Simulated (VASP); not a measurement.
Data:

```
Hg4Pt
1.0
   -3.11876     3.11876     3.11876
    3.11876    -3.11876     3.11876
    3.11876     3.11876    -3.11876
Hg Pt
4 1
Direct
  0.00000   0.00000   0.50000
  0.00000   0.50000   0.00000
  0.50000   0.50000   0.50000
  0.50000   0.00000   0.00000
  0.00000   0.00000   0.00000
```

The numbers are results of PBEsol GGA, VASP's PBE PAW potentials (set 64) (plane waves; VASP), not measurements. Numerical set-up: 480 eV cut-off, 6×6×6 Γ-centred mesh, first-order Methfessel-Paxton smearing of 0.10 eV, potentials Hg Pt.

Unless said otherwise, spin-orbit coupling is left out, though it shifts the bands of the heavy elements here.

Each row applies one change to this cell, which was relaxed at other settings and keeps the small stress of the first row; at a fixed cut-off the stress holds a Pulay part, so it need not integrate to ΔE exactly. Stress is in GPa, positive when the cell is compressed.

| change | ΔE (meV/atom) | σxx | σyy | σzz | largest shear component, with its sign (GPa) | largest force (eV/Å) |
|---|---|---|---|---|---|---|
| none | 0.0 | 0.11 | 0.11 | 0.11 | 0.00 | 0.000 |
| uniaxial strain of +2.0 % along x | 2.5 | -1.87 | -1.21 | -1.21 | 0.00 | 0.000 |
| biaxial strain of +4.0 % in the xy plane | 35.2 | -5.41 | -5.41 | -4.29 | 0.00 | 0.000 |
| atom 2 (Hg) moved by -0.025 Å along z | 0.3 | 0.12 | 0.12 | 0.12 | -0.01 | 0.183 |
| biaxial strain of +3.0 % in the xy plane | ? | ? | ? | ? | ? | ? |
| biaxial strain of +2.0 % in the yz plane | ? | ? | ? | ? | ? | ? |

### Question
What belongs in the gaps?

### Answer

- biaxial strain of +3.0 % in the xy plane, ΔE (meV/atom): 20.2
- biaxial strain of +3.0 % in the xy plane, σxx: -4.29
- biaxial strain of +3.0 % in the xy plane, σyy: -4.29
- biaxial strain of +3.0 % in the xy plane, σzz: -3.41
- biaxial strain of +3.0 % in the xy plane, largest shear component, with its sign (GPa): 0.00
- biaxial strain of +3.0 % in the xy plane, largest force (eV/Å): 0.000
- biaxial strain of +2.0 % in the yz plane, ΔE (meV/atom): 9.0
- biaxial strain of +2.0 % in the yz plane, σxx: -2.39
- biaxial strain of +2.0 % in the yz plane, σyy: -3.02
- biaxial strain of +2.0 % in the yz plane, σzz: -3.02
- biaxial strain of +2.0 % in the yz plane, largest shear component, with its sign (GPa): 0.00
- biaxial strain of +2.0 % in the yz plane, largest force (eV/Å): 0.000

Failed runs are left out, and for metals the shear rows, which the mesh's noise covers.

The structure comes from a computed database's Hg4Pt entry (Im-3m); how it stands against other phases isn't given here.
